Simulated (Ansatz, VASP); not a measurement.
# Li4Ge2B: VASP beside Ansatz, part 2 of 2

One calculation is typed for both programs; each brings its own data sets and cutoff. How far apart do they land? The structure shown is the end of the VASP relaxation below.

VASP 6.6.1 and Ansatz 0.2.0.

So far: The structure; VASP: relaxation, PBE.

## Step 3: Ansatz: single point, PBE

Level of this step: Ansatz beside VASP: Kohn-Sham DFT, plane waves, PBE (Ansatz).

Ansatz runs on its default PAW (the set named soft_2) files.

The same cell, functional, mesh and smearing now go to Ansatz, which takes its cutoff from its data sets.

Input file input.yaml:

```yaml
crystal:
  lattice:
    - [4.46030298, 0.0, 0.0]
    - [-2.23015149, 3.86273569, 0.0]
    - [0.0, 0.0, 26.28280406]
  atoms:
    - { symbol: Ge, position: [0.33333333, 0.66666667, 0.28535768] }
    - { symbol: Ge, position: [0.33333333, 0.66666667, 0.38328936] }
    - { symbol: Ge, position: [0.0, 0.0, 0.51432604] }
    - { symbol: Ge, position: [0.0, 0.0, 0.6119391] }
    - { symbol: Li, position: [0.0, 0.0, 0.31301786] }
    - { symbol: Li, position: [0.66666667, 0.33333333, 0.33897034] }
    - { symbol: Li, position: [0.0, 0.0, 0.42426268] }
    - { symbol: Li, position: [0.66666667, 0.33333333, 0.45098188] }
    - { symbol: Li, position: [0.66666667, 0.33333333, 0.55127611] }
    - { symbol: Li, position: [0.33333333, 0.66666667, 0.57941407] }
    - { symbol: Li, position: [0.66666667, 0.33333333, 0.66182224] }
    - { symbol: Li, position: [0.33333333, 0.66666667, 0.70907797] }
    - { symbol: B, position: [0.33333333, 0.66666667, 0.48230143] }
    - { symbol: B, position: [0.0, 0.0, 0.68800226] }
hamiltonian:
  xc: pbe
  pseudopotentials: { kind: paw }
kpoints:
  mp_grid: { grid: [5, 5, 1] }
scf:
  occupations: { method: methfessel_paxton, width: 0.2 }
  n_extra_bands: 7
efield:
  axis: 3
  dipole_correction: true
  ramp_width: 0.04
output:
  forces: true
  eigenvalues: true
  write_density: true
  write_potential: true
  elf: true
  volumetric_format: npy
```

Run with:

```console
$ ansatz run input.yaml --threads 4 --pin off --max-ram 9216MiB --backend cpu --events-out ev --progress --plain --runs-dir out
```

Numbers of over 12 decimals in the logs are rounded to 6 here.

What it wrote:

```text
scf.n_extra_bands = 7 over 43 filled bands (N_el = 86.0): the run solves 50 bands
Engine: ansatz 0.2.0, aarch64-unknown-linux-gnu
Pseudopotentials: kind: paw
Pseudopotential: Ge, paw, valence charge 14, recommended cutoff 420 eV (normal), Ge.paw.azcp
Pseudopotential: Li, paw, valence charge 3, recommended cutoff 420 eV (normal), Li.paw.azcp
Pseudopotential: B, paw, valence charge 3, recommended cutoff 420 eV (normal), B.paw.azcp
Functional definition: PBE
  parameter kappa = 0.804
  parameter beta = 0.066725
  exchange = pbe_x(kappa = kappa, mu = beta*pi^2/3)
  correlation = pbe_c(beta = beta)
Crystal: 14 atoms, lattice volume = 452.826 Å³
Basis set: ecut = 420 eV, 8925 PW (Γ), exchange–correlation on 60×60×360 points (8 copies of the dense FFT grid, shifted against one another)
Bands: 50, of which v1, the nominal top of the filled ones, is band 43 counted from 1 (42 counted from 0)
Symmetry: 6 space group operations
Space group: P3m1 (ITA 156), of the structure as read, at distance tolerance 7.7e-5 Å
k-points: 5 of 25 (time reversal used)
Non-local potential: Ge, projectors of the file, l = 0: 2, l = 1: 2, l = 2: 3, l = 3: 1
Non-local potential: Li, projectors of the file, l = 0: 3, l = 1: 2, l = 2: 1
Non-local potential: B, projectors of the file, l = 0: 2, l = 1: 2, l = 2: 1
PAW form: soft (Blöchl's): semilocal exchange-correlation on the pseudo side does not see the compensation charge
PAW one-centre angular grid: Ge, 590 points (default); XC on 64 Gauss nodes
PAW one-centre angular grid: Li, 110 points (default); XC on 64 Gauss nodes
PAW one-centre angular grid: B, 110 points (default); XC on 64 Gauss nodes
Initial density: superposition of atomic densities (neutral atoms: chi_scale 0, normalization atom), corrected by the library's trained network
Initial wavefunctions: pseudopotential atomic-orbital guess
Functional: x = pbe(κ = 0.804, μ = 0.219515), c = pbe(β = 0.066725)
SCF iter   1: F=—  HF=-19126.610833 eV  |F-HF|=—  |Δ(HF+E_count)|=         —  Δρ=2.67e-3  dr2=5.37e-1  ethr=1.77e-3  p=0.094 e·Å  D=3.74e-2 V/Å  ΔV_dip=-0.98 eV  dr2_dipole=6.27e-2  V_vac-E_F(+/−)=3.51/4.49 eV  ⟨swp⟩=8.8  Hψ=1008  notcnv=0
efield: sawtooth ramp at fractional position 0.9772 (placed from the atoms, in the widest stretch of the axis that holds none; the zero of the levels goes with the place), width 0.0400; the density the first Hamiltonian is built on has a dipole p = 0.094 e·Å; the dipole correction subtracts the counter field D = 3.74e-2 V/Å, which shifts the + side's vacuum level by -0.98 eV against the − side's; the planar-averaged density in the ramp window peaks in size at 7.0e-6 e/Å³
preconditioner: auto → LDOS  [metal: Δε(μ)=0.132 eV  Ē_g=5.622 eV  σ=0.200 eV  W_gap=0.47  n_scr=82 (ndim 8)  ℏωp=9.6 eV  f_vac=0.467  D(μ)=6.47/eV (n_scr^D=12)  β→1.0]
SCF iter   2: F=—  HF=-19126.587166 eV  |F-HF|=—  |Δ(HF+E_count)|=   2.37e-2  S|Δr|=    0.00e0  Δρ=1.58e-3  dr2=1.89e-2  ethr=6.24e-4  p=0.074 e·Å  D=2.97e-2 V/Å  ΔV_dip=-0.78 eV  dr2_dipole=1.45e-4  V_vac-E_F(+/−)=3.59/4.37 eV  ⟨swp⟩=1.6  Hψ=296  notcnv=0
SCF iter   3: F=—  HF=-19126.584946 eV  |F-HF|=—  |Δ(HF+E_count)|=   2.22e-3  S|Δr|=    0.00e0  Δρ=8.15e-4  dr2=8.18e-3  ethr=2.20e-5  p=0.074 e·Å  D=2.95e-2 V/Å  ΔV_dip=-0.78 eV  dr2_dipole=2.98e-5  V_vac-E_F(+/−)=3.59/4.36 eV  ⟨swp⟩=2.0  Hψ=426  notcnv=0
SCF iter   4: F=—  HF=-19126.582994 eV  |F-HF|=—  |Δ(HF+E_count)|=   1.95e-3  S|Δr|=    0.00e0  Δρ=1.73e-4  dr2=6.67e-4  ethr=9.51e-6  p=0.073 e·Å  D=2.90e-2 V/Å  ΔV_dip=-0.76 eV  dr2_dipole=3.37e-5  V_vac-E_F(+/−)=3.58/4.34 eV  ⟨swp⟩=2.0  Hψ=423  notcnv=0
SCF iter   5: F=—  HF=-19126.582999 eV  |F-HF|=—  |Δ(HF+E_count)|=   4.53e-6  S|Δr|=    0.00e0  Δρ=8.77e-5  dr2=1.07e-4  ethr=7.76e-7  p=0.072 e·Å  D=2.88e-2 V/Å  ΔV_dip=-0.76 eV  dr2_dipole=2.03e-5  V_vac-E_F(+/−)=3.58/4.34 eV  ⟨swp⟩=2.0  Hψ=375  notcnv=0
SCF iter   6: F=—  HF=-19126.582986 eV  |F-HF|=—  |Δ(HF+E_count)|=   1.24e-5  S|Δr|=    0.00e0  Δρ=3.21e-5  dr2=1.71e-5  ethr=1.24e-7  p=0.072 e·Å  D=2.88e-2 V/Å  ΔV_dip=-0.76 eV  dr2_dipole=7.06e-6  V_vac-E_F(+/−)=3.58/4.33 eV  ⟨swp⟩=2.0  Hψ=395  notcnv=0
SCF iter   7: F=—  HF=-19126.583040 eV  |F-HF|=—  |Δ(HF+E_count)|=   5.33e-5  S|Δr|=    0.00e0  Δρ=1.06e-5  dr2=9.99e-7  ethr=1.98e-8  p=0.072 e·Å  D=2.87e-2 V/Å  ΔV_dip=-0.76 eV  dr2_dipole=8.04e-8  V_vac-E_F(+/−)=3.58/4.33 eV  ⟨swp⟩=2.0  Hψ=398  notcnv=0
SCF iter   8: F=—  HF=-19126.583040 eV  |F-HF|=—  |Δ(HF+E_count)|=   4.78e-7  S|Δr|=    0.00e0  Δρ=4.25e-6  dr2=1.46e-7  ethr=1.16e-9  p=0.072 e·Å  D=2.87e-2 V/Å  ΔV_dip=-0.76 eV  dr2_dipole=1.09e-8  V_vac-E_F(+/−)=3.58/4.33 eV  ⟨swp⟩=2.8  Hψ=477  notcnv=0
SCF iter   9: F=-19126.583040 eV  HF=-19126.583040 eV  |F-HF|=7.55e-9  |Δ(HF+E_count)|=   1.11e-7  S|Δr|=    0.00e0  Δρ=1.83e-6  dr2=2.40e-8  ethr=1.16e-10  p=0.072 e·Å  D=2.87e-2 V/Å  ΔV_dip=-0.76 eV  dr2_dipole=7.62e-12  V_vac-E_F(+/−)=3.58/4.33 eV  ⟨swp⟩=16.8  Hψ=1919  notcnv=0
SCF 1 converged in 9 iterations: F = -19126.583040 eV  dr2 = 2.40e-8
  greatest PAW one-centre occupation: 1.000 electrons in one spin orbital (limit 2), on the Li atom at site 6 (counted from 0), in its partial waves of l = 0
WARN: The input density's exchange-correlation potential varies sharply where the density is thin. Do not read a vacuum level from v_tot or v_xc, or from such a field of the output density. On a cell that repeats whose density bears no net charge and no dipole along the vacuum's axis use v_es (v_loc + v_h of the components); under efield.dipole_correction with no amplitude use v_es + v_field, which holds any external [...]
SCF converged after 9 iterations
Stability not checked: this state was not tested for a lower state beside it, because cold or Methfessel-Paxton smearing, or corrected tetrahedra, fill the levels in a way that the test cannot read (fill_not_monotonic; see scf.lower_state_search)
Free energy (F): -19126.583040 eV
Harris-Foulkes:  -19126.583040 eV  (|F-HF|=7.55e-9)
Internal energy: -19126.562637 eV  (E = F + TS)
E sigma→0 (E₀):  -19126.577939 eV
Entropy (-TS):   -0.020403 eV (-1.457 meV/atom)
Fermi energy:    0.574396 eV
Dipole field:    D = 0.028749 V/Å  (p = 0.071943 e·Å, saw-weighted, corrected)
Work function:   Φ+ = 3.5774 eV   Φ− = 4.3330 eV
Levels:          The Fermi level and band energies are counted from a zero that moves with the ramp; work functions are not
--- Per-component energies (eV) ---
  E_band       = -1790.076393
  E_kinetic    = 691.810976
  E_local      = -61197.429437  (includes V_loc(G=0)·N_el)
  E_nonlocal   = 1428.430982
  E_hartree    = 29532.344489
  E_xc         = -443.349125
  E_vxc        = -433.149909  (∫ρ·V_xc dr)
  E_paw        = -8397.470430  (= ΣΔE_a)
  E_vpaw       = -1345.970511  (= ΣTr[D̂ρ^β])
  E_aug_tail   = 0.001311  (compensation charges beyond the density's cutoff)
  E_efield     = 0.001034  (sawtooth field / dipole correction)
  E_vefield    = 1.539390  (∫n·V_field dr)
  E_ewald      = 19259.097562
  E_smearing   = -0.020403  (= −TS)
  E_closure    = 0.000000  (closes the sum)
  Σ components = -19126.583040   (vs F -19126.583040, Δ=0.00e0)
--- Forces (eV/Å), atoms counted from 1 ---
  atom   1  Ge     0.00000000     0.00000000     0.77487638
  atom   2  Ge     0.00000000    -0.00000000     0.31663024
  atom   3  Ge     0.00000000    -0.00000000     0.05415233
  atom   4  Ge     0.00000000    -0.00000000     0.09604398
  atom   5  Li    -0.00000000     0.00000000     0.03282532
  atom   6  Li     0.00000000    -0.00000000     0.01363716
  atom   7  Li    -0.00000000     0.00000000    -0.77793717
  atom   8  Li     0.00000000    -0.00000000    -0.02265735
  atom   9  Li    -0.00000000     0.00000000     0.02503930
  atom  10  Li     0.00000000    -0.00000000     0.02604850
  atom  11  Li    -0.00000000     0.00000000    -0.00937222
  atom  12  Li     0.00000000    -0.00000000    -0.00744223
  atom  13  B      0.00000000     0.00000000    -0.36845894
  atom  14  B     -0.00000000    -0.00000000    -0.15340126
  max |Σ_I F_I| component: 1.60e-5 eV/Å
--- Band table (eV; the first three rows and the last of 5) ---
  k-point 0: bands = [... 39 lower, -0.1040, 0.4855, 0.4855, 0.7950, 1.3287, 1.3287, 1.9504, 2.6386, ... 3 higher]
  k-point 1: bands = [... 39 lower, -0.5156, 0.0043, 0.1221, 0.8310, 1.1423, 1.5592, 1.6157, 2.4170, ... 3 higher]
  k-point 2: bands = [... 39 lower, -1.0423, -0.5293, -0.4885, -0.0045, 0.5275, 1.2004, 1.4567, 2.0044, ... 3 higher]
  k-point 4: bands = [... 39 lower, -1.3740, -1.1411, -0.5115, 0.1375, 0.5233, 0.8007, 1.5637, 1.8803, ... 3 higher]
```

The job ended after 4.3 s (4 threads of Arm Neoverse V2, shared host; peak memory 0.79 GiB; 16 s of CPU time).

In the SCF lines HF is the Harris–Foulkes energy and dr2 the Hartree energy of the density residual, in eV; the loop may stop once dr2 is under the threshold and the program's other checks hold. Hψ counts applications of the Hamiltonian.

## Step 4: Side by side

Known differences besides the potentials themselves: the data sets hold 86 valence electrons in Ansatz (default PAW (the set named soft_2) files) and 30 in VASP; the cutoff is 420 eV in Ansatz and 320 eV in VASP (PREC = Normal, projectors in real space); VASP leaves aspherical gradient terms in its spheres out (LASPH is not set), Ansatz keeps them. Total energies have different zeros and are not compared.

Forces on 7 of the 14 atoms, those with the largest forces and the largest differences (eV/Å; atoms numbered as in POSCAR):

```tsv
atom	Ansatz x, y, z	VASP x, y, z
Ge1	0.000, 0.000, 0.775	0.000, 0.000, 0.726
Ge2	0.000, 0.000, 0.317	0.000, 0.000, 0.347
Ge3	0.000, 0.000, 0.054	0.000, 0.000, 0.022
Ge4	0.000, 0.000, 0.096	0.000, 0.000, 0.029
Li7	0.000, 0.000, -0.778	0.000, 0.000, -0.789
B13	0.000, 0.000, -0.368	0.000, 0.000, -0.370
B14	0.000, 0.000, -0.153	0.000, 0.000, -0.002
```

The forces differ by 28 meV/Å r.m.s., which is 15.1 % of the r.m.s. force of 0.18 eV/Å (both taken over all components, held atoms included). VASP's last cycles still show a density residual of 6e-03, so its state may not be settled.

## Step 5: Further runs

Further runs change the set-up of one program: Ansatz's method, potentials or start, or VASP's data sets, cutoff or form of LDA. The table gives Ansatz less VASP for each quantity, since a change that brings one quantity closer may part another.

```tsv
run	r.m.s. force difference (meV/Å)
as above	28
Ansatz's larger PAW set (cutoff 780 eV)	29
norm-conserving potentials (cutoff 1116 eV)	28
```

## Step 6: What came out

| Property | Result |
| --- | --- |
| r.m.s. force difference (single point, PBE) | 28 meV/Å |

In words: The r.m.s. force difference is 28 meV/Å (single point, PBE), beyond the 12 meV/Å picked in this series as the mark of a large difference. For single point, PBE, no further run moves any of the tabulated differences by more than a quarter of its size. How closely two codes agree says nothing of how well the functional describes the real material.

[Lines on the potential files, build, host, timing and source positions are cut from VASP's logs without a mark.]

[Logs are printed without paths, hosts, clocks, repeated set-up lines and the standing remarks that a program may print on its own settings, such as how far it seeks lower states.]

[Hosts, paths, dates, database ids (printed as entryN), source tags and the programs' standing remarks are cut or masked in the printed files.]
